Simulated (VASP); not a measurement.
The system is WAu.

```
W Au
1.0
     0.00000    2.74798    2.74798
     2.74798    0.00000    2.74798
     2.74798    2.74798    0.00000
W Au
1 1
Direct
  0.00000 0.00000 0.00000
  0.75000 0.75000 0.75000
```

The cell was built by a generator and needn't be a form met in nature.

* Program: VASP 6.6.1
* Task: relaxation of cell and atoms
* Functional: PBE
* Potentials or basis: VASP PAW PBE potentials, release 64 (W_sv, Au)
* Cutoff: 600 eV
* k mesh: 8 × 8 × 8
* Occupations: fermi-dirac, width 0.05 eV
* Spin: no spin polarisation

At the start: pressure 33.2 GPa; volume 20.75 Å³/atom.

Problem. How do energy, volume and symmetry change on relaxing?

Solution. Over 18 steps the energy falls by 339.7 meV/atom and the volume is 24.65 Å³/atom (+18.8 %); space group F-43m (No. 216, to 0.05 Å).

Step by step:
| step | energy change (eV) | largest force (eV/Å) | pressure (GPa) | volume (Å³) |
| --- | --- | --- | --- | --- |
| 1 | 0.0000 | 0.0000 | 33.16 | 41.50 |
| 2 | 1.3234 | 0.0000 | -17.67 | 73.01 |
| 3 | -0.6678 | 0.0000 | -2.93 | 50.50 |
| 4 | -0.6787 | 0.0000 | -0.77 | 49.57 |
| 5 | -0.6794 | 0.0000 | -0.07 | 49.26 |
| 6 | -0.6792 | 0.0000 | 0.39 | 49.10 |
| 7 | -0.6792 | 0.0000 | 0.43 | 49.10 |
| 8 | -0.6792 | 0.0000 | 0.39 | 49.12 |
| 9 | -0.6792 | 0.0000 | 0.39 | 49.12 |
| 10 | -0.6792 | 0.0000 | 0.38 | 49.12 |
| 11 | -0.6793 | 0.0000 | 0.39 | 49.12 |
| 12 | -0.6793 | 0.0000 | 0.39 | 49.12 |
| 13 | -0.6793 | 0.0000 | 0.40 | 49.12 |
| 14 | -0.6793 | 0.0000 | 0.36 | 49.13 |
| 15 | -0.6793 | 0.0000 | 0.33 | 49.14 |
| 16 | -0.6793 | 0.0000 | 0.28 | 49.16 |
| 17 | -0.6794 | 0.0000 | 0.18 | 49.21 |
| 18 | -0.6794 | 0.0000 | -0.05 | 49.29 |

Final structure:
```xyz
2
Lattice="0.0000 2.9102 2.9102 2.9102 0.0000 2.9102 2.9102 2.9102 0.0000" Properties=species:S:1:pos:R:3 pbc="T T T"
W     0.0000    0.0000    0.0000
Au    4.3653    4.3653    4.3653
```

Caveat: the volume moved by over 15 % at a fixed basis, so the end points are rough.
